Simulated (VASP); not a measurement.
Input:

```xyz
4
Lattice="4.1381 0.0000 0.0000 0.0000 4.1000 0.0000 0.0000 0.0000 4.1804" Properties=species:S:1:pos:R:3 pbc="T T T"
Sc     0.0000     0.0000     0.0000
Al     0.0000     2.0500     2.0902
Al     2.0690     0.0000     2.0902
Al     2.1544     2.0500     0.0000
```
Cell charge -0.1.

Calculation: PBE GGA, VASP's PBE PAW potentials (set 64) (plane waves; VASP 6.6.1). Run with NELECT = 20.1, 400 eV cut-off, 7×7×7 Γ-centred mesh, Gaussian smearing of 0.050 eV, potentials Sc_sv Al.

The cell is charged, with a uniform compensating background.

**Question.** Give the force on each atom (eV/Å).

**Answer.** 
```json
[
 {"atom": "Sc1", "Fx": "0.360", "Fy": "0.000", "Fz": "0.000"},
 {"atom": "Al2", "Fx": "0.131", "Fy": "0.000", "Fz": "0.000"},
 {"atom": "Al3", "Fx": "0.012", "Fy": "0.000", "Fz": "0.000"},
 {"atom": "Al4", "Fx": "-0.503", "Fy": "0.000", "Fz": "0.000"}
]
```

**Question.** Give the stress tensor in GPa (positive for a compressed cell).

**Answer.** 
```
 0.02   0.00   0.00
 0.00   1.38   0.00
 0.00   0.00  -1.48
```
The pressure is its mean diagonal, -0.03 GPa.

The compound is Al3Sc in the L1_2 structure. The cell was not relaxed at this level, atoms are displaced from their ideal sites. The run is one of a series of settings (ISMEAR = 0, NELECT = 20.1, SIGMA = 0.05 against the base run), some of them coarse on purpose.
